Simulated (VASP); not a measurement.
Computed with optB88-vdW, VASP's PBE PAW potentials (set 64) (plane waves; VASP).

VASP input:

POSCAR:
```
CdS
1
    2.0956968796    -3.6298532946     0.0000000000
    2.0956968796     3.6298532946     0.0000000000
    0.0000000000     0.0000000000     6.8119052591
Cd S
2 2
Direct
  0.6666670000   0.3333330000   0.5000223415
  0.3333330000   0.6666670000   0.0000223415
  0.6666670000   0.3333330000   0.8769776585
  0.3333330000   0.6666670000   0.3769776585
```

### KPOINTS
```
k-points along high-symmetry lines
10
Line-mode
Reciprocal
  0.000000   0.000000   0.000000 ! GAMMA
  0.000000   0.500000   0.000000 ! M

  0.000000   0.500000   0.000000 ! M
 -0.333333   0.666667   0.000000 ! K

 -0.333333   0.666667   0.000000 ! K
  0.000000   0.000000   0.000000 ! GAMMA

  0.000000   0.000000   0.000000 ! GAMMA
  0.000000   0.000000   0.500000 ! A

  0.000000   0.000000   0.500000 ! A
  0.000000   0.500000   0.500000 ! L

  0.000000   0.500000   0.500000 ! L
 -0.333333   0.666667   0.500000 ! H

 -0.333333   0.666667   0.500000 ! H
  0.000000   0.000000   0.500000 ! A

  0.000000   0.500000   0.500000 ! L
  0.000000   0.500000   0.000000 ! M

 -0.333333   0.666667   0.500000 ! H
 -0.333333   0.666667   0.000000 ! K
```

**INCAR**
```
SYSTEM = CdS
PREC = Accurate; ENCUT = 520; LREAL = F
LASPH = T; ICHARG = 11
EDIFF = 1E-7; NELM = 100; ALGO = Normal
LMAXMIX = 4
ISMEAR = 0; SIGMA = 0.05
GGA = BO; LUSE_VDW = T; AGGAC = 0.0
PARAM1 = 0.1833333333; PARAM2 = 0.22
LWAVE = F; LCHARG = F; LORBIT = 11
```

POTCAR, in this order: Cd S (PBE.64 set). Program: vasp_std. Read from the step before: CHGCAR.

What will the output report for the number of irreducible k-points (NKPTS), largest plane-wave count, number of space-group operations, FFT grid (NGX, NGY, NGZ)?

| Item | Value |
|---|---|
| number of irreducible k-points (NKPTS) | 90 |
| largest plane-wave count | 2826 |
| number of space-group operations | 12 |
| FFT grid (NGX, NGY, NGZ) | 32 × 32 × 54 |

The compound is CdS in the wurtzite structure. It was relaxed first.
